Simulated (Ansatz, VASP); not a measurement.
Al3B2P in VASP and in Ansatz

```
Al B P
1.0
     2.70171   -4.68466    0.00000
     2.70171    4.68466    0.00000
    -0.06487    0.00000    3.09712
Al B P
3 2 1
Direct
  0.00000 0.50000 0.50000
  0.50000 0.00000 0.50000
  0.50000 0.50000 0.50000
  0.66700 0.33300 0.00000
  0.33300 0.66700 0.00000
  0.00000 0.00000 0.00000
```

Change from the starting cell: species swapped into the ErB2Ir3 type (C2/m, No. 12).

Alike in both runs: task single point; functional PBE; k mesh 4 × 4 × 6; occupations gaussian, width 0.1 eV; no spin polarisation.

|  | VASP | Ansatz |
| --- | --- | --- |
| version | VASP 6.6.1 | Ansatz 0.2.0 |
| potentials or method | VASP PAW PBE potentials, release 64 (Al, B, P) | scalar-relativistic, plane waves, PAW |
| plane-wave cutoff (eV) | 520 | 420 |
| valence electrons in the cell | 20 | 20 |

```tsv
	VASP	Ansatz	Ansatz less VASP
gap on the k mesh at the Fermi level (eV)	none	none	-
pressure (GPa)	4.2	4.2	+0.04
largest component of the traceless stress (GPa)	0.87	0.86	-0.015
rms of the force components (eV/Å)	0.008	0.008	+0.0001
```

Atom by atom the forces differ by 0.000 eV/Å (rms over components). A gap of «none» marks a metal or a gap that the smearing closes.
